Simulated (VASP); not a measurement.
# YLu (Fm-3m) in VASP: further runs, part 2 of 2

VASP 6.6.1. The steps go on from the part before.

**3. Single point, PBE (species swapped into the YN type (Fm-3m, No. 225))**

Contents of INCAR:

```
  PREC = Accurate
  ENCUT = 520
  EDIFF = 1E-7
  ISMEAR = 0
  SIGMA = 0.1
  LREAL = F
  LASPH = T
  NELM = 100
  ALGO = Fast
  ISIF = 2
  LWAVE = F
  LCHARG = F
  GGA = PE
  NBANDS = 25
```

Contents of KPOINTS:

```
Automatic mesh
0
Gamma
  16 16 16
```

Contents of POSCAR:

```
YLu
1.0
    0.0000000000      3.2330412047      3.2330412047
    3.2330412047      0.0000000000      3.2330412047
    3.2330412047      3.2330412047      0.0000000000
Y Lu
1 1
Direct
    0.0000000000      0.0000000000      0.0000000000
    0.5000000000      0.5000000000      0.5000000000
```

Potentials or basis: VASP PAW PBE potentials, release 64 (Y_sv, Lu).

On the command line:

```console
> cat potpaw_PBE.64/Y_sv/POTCAR potpaw_PBE.64/Lu/POTCAR > POTCAR
> mpirun -np 1 vasp_std > vasp.out
```

OUTCAR:

```text
PREC = Accurate
   ENCUT = 520
   EDIFF = 1E-7
   ISMEAR = 0
   LREAL = F
   LASPH = T
   NELM = 100
   ISIF = 2
   GGA = PE

 ion  position               nearest neighbor table
   1  0.000  0.000  0.000-   2 3.23   2 3.23   2 3.23   2 3.23   2 3.23   2 3.23
   2  0.500  0.500  0.500-   1 3.23   1 3.23   1 3.23   1 3.23   1 3.23   1 3.23

  LATTYP: Found a face centered cubic cell.
 ALAT       =     6.4660824094

  Lattice vectors:

 A1 = (   0.0000000000,   3.2330412047,   3.2330412047)
 A2 = (   3.2330412047,   0.0000000000,   3.2330412047)
 A3 = (   3.2330412047,   3.2330412047,   0.0000000000)

Analysis of symmetry for initial positions (statically):
=====================================================================
 Subroutine PRICEL returns:
 Original cell was already a primitive cell.

 Routine SETGRP: Setting up the symmetry group for a
 face centered cubic supercell.

 Subroutine GETGRP returns: Found 48 space group operations
 (whereof 48 operations were pure point group operations)
 out of a pool of 48 trial point group operations.

The static configuration has the point symmetry O_h .

Analysis of symmetry for dynamics (positions and initial velocities):
=====================================================================
 Subroutine PRICEL returns:
 Original cell was already a primitive cell.

 Routine SETGRP: Setting up the symmetry group for a
 face centered cubic supercell.

 Subroutine GETGRP returns: Found 48 space group operations
 (whereof 48 operations were pure point group operations)
 out of a pool of 48 trial point group operations.

The dynamic configuration has the point symmetry O_h .

 Subroutine INISYM returns: Found 48 space group operations
 (whereof 48 operations are pure point group operations),
 and found     1 'primitive' translations

----------------------------------------------------------------------------------------

                                     Primitive cell

  volume of cell :      67.5871

  direct lattice vectors                    reciprocal lattice vectors
     0.000000000  3.233041205  3.233041205    -0.154653148  0.154653148  0.154653148
     3.233041205  0.000000000  3.233041205     0.154653148 -0.154653148  0.154653148
     3.233041205  3.233041205  0.000000000     0.154653148  0.154653148 -0.154653148

  length of vectors
     4.572210719  4.572210719  4.572210719     0.267867110  0.267867110  0.267867110

  position of ions in fractional coordinates (direct lattice)
     0.000000000  0.000000000  0.000000000
     0.500000000  0.500000000  0.500000000

  ion indices of the primitive-cell ions
   primitive index   ion index
                 1           1
                 2           2

----------------------------------------------------------------------------------------

 KPOINTS: Automatic mesh

Automatic generation of k-mesh.
 Grid dimensions read from file:
 generate k-points for:   16   16   16

 Generating k-lattice:

  Cartesian coordinates                     Fractional coordinates (reciprocal lattice)
    -0.009665822  0.009665822  0.009665822     0.062500000  0.000000000  0.000000000
     0.009665822 -0.009665822  0.009665822     0.000000000  0.062500000  0.000000000
     0.009665822  0.009665822 -0.009665822     0.000000000  0.000000000  0.062500000

  Length of vectors
     0.016741694  0.016741694  0.016741694

  Shift w.r.t. Gamma in fractional coordinates (k-lattice)
     0.000000000  0.000000000  0.000000000

 Subroutine IBZKPT returns following result:
 ===========================================

 Found    145 irreducible k-points:

 Following reciprocal coordinates:
            Coordinates               Weight
  0.000000  0.000000  0.000000      1.000000
  0.062500  0.000000  0.000000      8.000000
  0.125000  0.000000  0.000000      8.000000
  0.187500  0.000000  0.000000      8.000000
  0.250000  0.000000  0.000000      8.000000
  0.312500  0.000000  0.000000      8.000000
[... 16 lines left out ...]
 -0.125000  0.062500  0.000000     24.000000
 -0.062500  0.062500  0.000000     12.000000
 [... further k-points ...]
   k-points           NKPTS =    145   k-points in BZ     NKDIM =    145   number of bands    NBANDS=     25
   number of dos      NEDOS =    301   number of ions     NIONS =      2
   total plane-waves  NPLWV =  46656
   dimension x,y,z NGX =    36 NGY =   36 NGZ =   36
   dimension x,y,z NGXF=    72 NGYF=   72 NGZF=   72
   ions per type =               1   1
   NGX,Y,Z   is equivalent  to a cutoff of  13.09, 13.09, 13.09 a.u.
   NGXF,Y,Z  is equivalent  to a cutoff of  26.18, 26.18, 26.18 a.u.
 SYSTEM =  unknown system
   PREC   = accura    normal or accurate (medium, high low for compatibility)
   ISTART =      0    job   : 0-new  1-cont  2-samecut
   ICHARG =      2    charge: 1-file 2-atom 10-const
   ISPIN  =      1    spin polarized calculation?
   LNONCOLLINEAR =      F non collinear calculations
   LSORBIT =      F    spin-orbit coupling
   LASPH  =      T    aspherical Exc in radial PAW
   ENCUT  =  520.0 eV  38.22 Ry    6.18 a.u.   8.50  8.50  8.50*2*pi/ulx,y,z
   NELM   =    100;   NELMIN=  2; NELMDL= -5     # of ELM steps
   EDIFF  = 0.1E-06   stopping-criterion for ELM
   LREAL  =      F    real-space projection
   EDIFFG = 0.1E-05   stopping-criterion for IOM
   NSW    =      0    number of steps for IOM
   IBRION =     -1    ionic relax: 0-MD 1-quasi-New 2-CG
   NFREE  =      0    steps in history (QN), initial steepest desc. (CG)
   ISIF   =      2    stress and relaxation
   ISYM   =      2    0-nonsym 1-usesym 2-fastsym
   POTIM  = 0.5000    time-step for ionic-motion
   TEBEG  =    0.0;   TEEND  =   0.0 temperature during run
   PSTRESS=    0.0 pullay stress
   NELECT =      36.0000    total number of electrons
   NUPDOWN=      -1.0000    fix difference up-down
   EMIN   =  10.00;   EMAX   =-10.00  energy-range for DOS
   EFERMI =   0.00;   METHOD = LEGACY
   ISMEAR =     0;   SIGMA  =   0.10  broadening in eV -4-tet -1-fermi 0-gaus
   EFERMI_NEDOS =   21; number of points for ismear=-14 and -15
   IALGO  =     68    algorithm
   IMIX   =      4    mixing-type and parameters
     AMIX     =   0.40;   BMIX     =  1.00
     AMIX_MAG =   1.60;   BMIX_MAG =  1.00
  volume/ion in A,a.u.               =      33.79       228.05
  Fermi-wavevector in a.u.,A,eV,Ry     =   1.327051  2.507764 23.960751  1.761066
  Thomas-Fermi vector in A             =   2.456393
   LORBIT       =      0    0 simple, 1 ext, 2 COOP (PROOUT), +10 PAW based schemes
   GGA     = PE    functional components
   LHFCALC =     F    Hartree Fock is set to
   AEXX    =    0.0000 exact exchange contribution
   IVDW    =     0    specifies the selected vdW correction
   LEPSILON=     F    determine dielectric tensor
   LRPA    =     F    only Hartree local field effects (RPA)
 non-spin polarized calculation
 RMM-DIIS sequential band-by-band and
 Gauss-broadening in eV      SIGMA  =   0.10
  energy-cutoff  :      520.00
  volume of cell :       67.59
 maximum number of plane-waves:      1841
 NGX is ok and might be reduce to    36
   NGX = 17   NGY = 17   NGZ = 17

 number of electron      36.0000001 magnetization

 Free energy of the ion-electron system (eV)
  ---------------------------------------------------
  ext. energy  EPLUGINS =         0.00000000
  ---------------------------------------------------
  free energy    TOTEN  =        -9.32736901 eV

  energy without entropy =       -9.30280329  energy(sigma->0) =       -9.31508615

 E-fermi :   2.2552     XC(G=0):  -9.5973

 val. band max:        2.2548303517   @ k =  -0.4375   0.4375   0.1250
 cond. band min:       2.2572154803   @ k =  -0.4375   0.5000   0.0625
 fundamental gap:      0.0023851286
 Fermi energy:         2.2551716074

 k-point     1 :       0.0000    0.0000    0.0000
  band No.  band energies     occupation
      1     -54.5328      2.00000
      2     -40.5793      2.00000
      3     -25.1896      2.00000
      4     -25.1896      2.00000
      5     -25.1896      2.00000
      6     -20.5683      2.00000
[... 17 lines left out ...]
     24       7.8286      0.00000
     25       8.0917      0.00000
[... 621 lines left out ...]
      3     -25.1906      2.00000
      4     -25.1901      2.00000
      5     -25.1887      2.00000
      6     -20.5757      2.00000
[... 17 lines left out ...]
     24       7.7797      0.00000
     25       8.4023      0.00000

 [... further k-points ...]

------------------------ aborting loop because EDIFF is reached ----------------------------------------

  FORCE on cell =-STRESS in cart. coord.  units (eV):
  Direction    XX          YY          ZZ          XY          YZ          ZX
  --------------------------------------------------------------------------------------
  -------------------------------------------------------------------------------------
  Total        0.0065618      0.0065618      0.0065618      0.0000000     -0.0000000      0.0000000
  in kB        0.1555498      0.1555498      0.1555498      0.0000000     -0.0000000      0.0000000
  external PRESSURE =       0.1555498 kB  Pullay stress =       0.0000000 kB

 VOLUME and BASIS-vectors are now :
 -----------------------------------------------------------------------------
  energy-cutoff  :      520.00
  volume of cell :       67.59
      direct lattice vectors                 reciprocal lattice vectors
     0.000000000  3.233041205  3.233041205    -0.154653148  0.154653148  0.154653148
     3.233041205  0.000000000  3.233041205     0.154653148 -0.154653148  0.154653148
     3.233041205  3.233041205  0.000000000     0.154653148  0.154653148 -0.154653148

 POSITION                                       TOTAL-FORCE (eV/Angst)
 -----------------------------------------------------------------------------------
      0.00000      0.00000      0.00000         0.000000     -0.000000     -0.000000
      3.23304      3.23304      3.23304        -0.000000      0.000000      0.000000
 -----------------------------------------------------------------------------------
    total drift:                                0.000000      0.000000      0.000000

  FREE ENERGIE OF THE ION-ELECTRON SYSTEM (eV)
  ---------------------------------------------------
  free  energy   TOTEN  =        -9.3273690085 eV

  energy  without entropy=       -9.3028032894  energy(sigma->0) =       -9.31508615
```

stdout:

```text
POSCAR found type information on POSCAR Y Lu
 POSCAR found :  2 types and       2 ions
 scaLAPACK will be used
 LDA part: xc-table for (Slater+PW92), standard interpolation
[... 47 lines left out ...]
 num prob  num prob WARNING in EDDRMM: call to ZHEGV failed, returncode =   6  3     21
WARNING in EDDRMM: call to ZHEGV failed, returncode =   8  4     16
 num prob  num prob  num prob  num prob  num prob  num prob  num prob  num prob RMM:  43    -0.932736275418E+01   -0.15831E-05   -0.13752E-05  9482   0.105E-02    0.191E-03
 num prob  num prob  num prob  num prob WARNING in EDDRMM: call to ZHEGV failed, returncode =   6  3     18
 num prob RMM:  44    -0.932736384208E+01   -0.10879E-05   -0.10100E-05  7989   0.803E-03    0.133E-03
 num prob  num prob  num prob  num prob  num prob  num prob  num prob  num prob  num prob  num prob
```

Run time: 20 min. Hardware: 1 thread of Intel Xeon Platinum 8375C at 2.90GHz (Ice Lake), shared host; peak memory 0.44 GiB.

What came out:

```yaml
Free_energy: -9.3274 eV
Pressure: 0.0 GPa
Band_gap_on_the_k_mesh: none (metal or under the smearing width)
```

Levels at points of the mesh, in eV from the Fermi level:
| k point | band 14 | band 15 | band 16 | band 17 | band 18 | band 19 | band 20 | band 21 | band 22 | band 23 |
| --- | --- | --- | --- | --- | --- | --- | --- | --- | --- | --- |
| (0.00, 0.00, 0.00) | -5.50 | -5.50 | -5.08 | -0.52 | -0.52 | -0.49 | -0.49 | -0.49 | 5.57 | 5.57 |
| (0.50, 0.00, 0.00) | -5.50 | -5.49 | -2.18 | -1.86 | 0.96 | 0.96 | 1.27 | 1.27 | 2.50 | 2.92 |
| (0.50, 0.50, 0.00) | -5.50 | -5.49 | -2.34 | -1.79 | -0.20 | 0.07 | 0.22 | 2.95 | 2.95 | 3.37 |

Spin-orbit coupling is left out, which matters for the levels of Lu.
